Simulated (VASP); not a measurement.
A run of VASP 6.6.1:

Contents of INCAR:

```
  ALGO = Normal
  EDIFF = 1E-7
  EDIFFG = -0.005
  ENCUT = 520
  GGA = PE
  IBRION = 2
  ISIF = 3
  ISMEAR = 0
  KPAR = 4
  LASPH = True
  LCHARG = False
  LREAL = False
  LWAVE = False
  NELM = 120
  NSW = 60
  POTIM = 0.3
  PREC = Accurate
  SIGMA = 0.1
```

Contents of KPOINTS:

```
k-points
0
Gamma
  10 10 10
```

The input POSCAR:

```
AlB2Sb3                                 
1.0
   -1.9619134105      1.9619134105      8.5835519098
    1.9619134105     -1.9619134105      8.5835519098
    1.9619134105      1.9619134105     -8.5835519098
  Al              B               Sb            
     1     2     3
Direct
     0.0000000000000000    0.0000000000000000    1.0000000000000000
     0.6758412235342756    0.6758412235342756    0.0000000000000000
     0.3241587764657244    0.3241587764657244    1.0000000000000000
     0.1009423544158020    0.6009423544158020    0.5000000000000000
     0.3990576455841980    0.8990576455841980    0.5000000000000000
     0.7500000000000000    0.2500000000000000    0.5000000000000000
```

Potentials or basis: VASP PAW PBE potentials, release 64 (Al, B, Sb).

Command:

```sh
$ cat potpaw_PBE.64/Al/POTCAR potpaw_PBE.64/B/POTCAR potpaw_PBE.64/Sb/POTCAR > POTCAR
$ mpirun -np 4 vasp_std > vasp.out
```

Hardware: 4 MPI ranks on Intel(R) Xeon(R) 6975P-C (Granite Rapids), with other jobs on the host.

Question: Estimate the wall time of this run.

Answer: Run time: 5.3 min on 4 MPI ranks on Intel(R) Xeon(R) 6975P-C (Granite Rapids), on a shared host, peak memory 0.88 GiB a rank. Counts: scf iterations 20, k points 102, ion steps 2.
